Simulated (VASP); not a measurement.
A run of VASP 6.6.1 is set up as follows.

Contents of INCAR:

```
SYSTEM = CsBa3
  PREC = Accurate
  ENCUT = 520
  EDIFF = 1E-7
  ISMEAR = -1
  SIGMA = 0.05
  LREAL = .False.
  LASPH = .True.
  NELM = 60
  ALGO = Normal
  ISIF = 2
  LWAVE = .False.
  LCHARG = .True.
  GGA = PE
  LELF = .True.
  LVHAR = .True.
  NBANDS = 28
```

The input KPOINTS:

```
regular mesh
0
Gamma
  5 5 5
  0 0 0
```

The input POSCAR:

```
CsBa3
1.0
    0.0000000000      5.2212840000      5.2212840000
    5.2212840000      0.0000000000      5.2212840000
    5.2212840000      5.2212840000      0.0000000000
Ba Cs
3 1
Direct
    0.5000000000      0.5000000000      0.5000000000
    0.7500000000      0.7500000000      0.7500000000
    0.2500000000      0.2500000000      0.2500000000
    0.0000000000      0.0000000000      0.0000000000
```

Potentials or basis: VASP PAW PBE potentials, release 64 (Ba_sv, Cs_sv).

Run with:

```sh
$ cat potpaw_PBE.64/Ba_sv/POTCAR potpaw_PBE.64/Cs_sv/POTCAR > POTCAR
$ mpirun -np 1 vasp_std > vasp.out
```

Question: Predict the pressure.

Answer: 0.1 GPa.

Question: What does it give for the band gap on the k mesh?

Answer: None (metal or under the smearing width).

Spin-orbit coupling is left out, which matters for the levels of Ba, Cs.
